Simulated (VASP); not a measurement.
```xyz
3
Lattice="0.0000 3.7050 3.7050 3.7050 0.0000 3.7050 3.7050 3.7050 0.0000" Properties=species:S:1:pos:R:3 pbc="T T T"
K      1.8525     1.8525     1.8525
K      5.5575     5.5575     5.5575
S      0.0000     0.0000     0.0000
```

Calculation: G0W0 on PBE orbitals, VASP's PBE PAW potentials (set 64) (plane waves; VASP). Settings: PREC = Normal, 500 eV cut-off, 4×4×4 Γ-centred mesh, Gaussian smearing of 0.010 eV, potentials K_sv_GW S_GW.

The mesh is coarse and the basis finite, so the quasiparticle values are not converged.

NBANDS = 192, ENCUTGW = 180 eV, NOMEGA = 64. The PBE levels (eV) that the step starts from are:

```
state                            KS energy  filling
-------------------------------  ---------  -------
k1 (0.00, 0.00, 0.00), band 9        -8.35        2
k1 (0.00, 0.00, 0.00), band 10        1.07        2
k1 (0.00, 0.00, 0.00), band 11        1.07        2
k1 (0.00, 0.00, 0.00), band 12        1.07        2
k1 (0.00, 0.00, 0.00), band 13        3.64        0
k1 (0.00, 0.00, 0.00), band 14        6.73        0
k1 (0.00, 0.00, 0.00), band 15        6.73        0
k1 (0.00, 0.00, 0.00), band 16        8.72        0
k3 (0.50, 0.00, 0.00), band 9        -8.15        2
k3 (0.50, 0.00, 0.00), band 10        0.65        2
k3 (0.50, 0.00, 0.00), band 11        1.20        2
k3 (0.50, 0.00, 0.00), band 12        1.20        2
k3 (0.50, 0.00, 0.00), band 13        5.98        0
k3 (0.50, 0.00, 0.00), band 14        6.27        0
k3 (0.50, 0.00, 0.00), band 15        7.07        0
k3 (0.50, 0.00, 0.00), band 16        7.07        0
k6 (-0.25, 0.25, 0.00), band 9       -8.16        2
k6 (-0.25, 0.25, 0.00), band 10       0.78        2
k6 (-0.25, 0.25, 0.00), band 11       1.04        2
k6 (-0.25, 0.25, 0.00), band 12       1.19        2
k6 (-0.25, 0.25, 0.00), band 13       5.37        0
k6 (-0.25, 0.25, 0.00), band 14       6.59        0
k6 (-0.25, 0.25, 0.00), band 15       7.05        0
k6 (-0.25, 0.25, 0.00), band 16       7.75        0
```

Give the quasiparticle energies and renormalisation factors Z.

```tsv
state	QP energy (eV)	Z
k1 (0.00, 0.00, 0.00), band 9	-9.30	0.68
k1 (0.00, 0.00, 0.00), band 10	-0.10	0.73
k1 (0.00, 0.00, 0.00), band 11	-0.10	0.73
k1 (0.00, 0.00, 0.00), band 12	-0.10	0.73
k1 (0.00, 0.00, 0.00), band 13	3.96	0.82
k1 (0.00, 0.00, 0.00), band 14	8.07	0.80
k1 (0.00, 0.00, 0.00), band 15	8.07	0.80
k1 (0.00, 0.00, 0.00), band 16	9.94	0.78
k3 (0.50, 0.00, 0.00), band 9	-9.18	0.71
k3 (0.50, 0.00, 0.00), band 10	-0.64	0.73
k3 (0.50, 0.00, 0.00), band 11	0.01	0.73
k3 (0.50, 0.00, 0.00), band 12	0.01	0.73
k3 (0.50, 0.00, 0.00), band 13	6.47	0.78
k3 (0.50, 0.00, 0.00), band 14	6.86	0.80
k3 (0.50, 0.00, 0.00), band 15	8.05	0.79
k3 (0.50, 0.00, 0.00), band 16	8.05	0.79
k6 (-0.25, 0.25, 0.00), band 9	-9.18	0.71
k6 (-0.25, 0.25, 0.00), band 10	-0.48	0.74
k6 (-0.25, 0.25, 0.00), band 11	-0.18	0.73
k6 (-0.25, 0.25, 0.00), band 12	0.01	0.73
k6 (-0.25, 0.25, 0.00), band 13	5.85	0.79
k6 (-0.25, 0.25, 0.00), band 14	7.43	0.80
k6 (-0.25, 0.25, 0.00), band 15	8.06	0.79
k6 (-0.25, 0.25, 0.00), band 16	8.67	0.79
```
On the mesh the gap opens from 2.38 to 3.91 eV.

The compound is K2S in the antifluorite structure. The cell was not relaxed at this level.
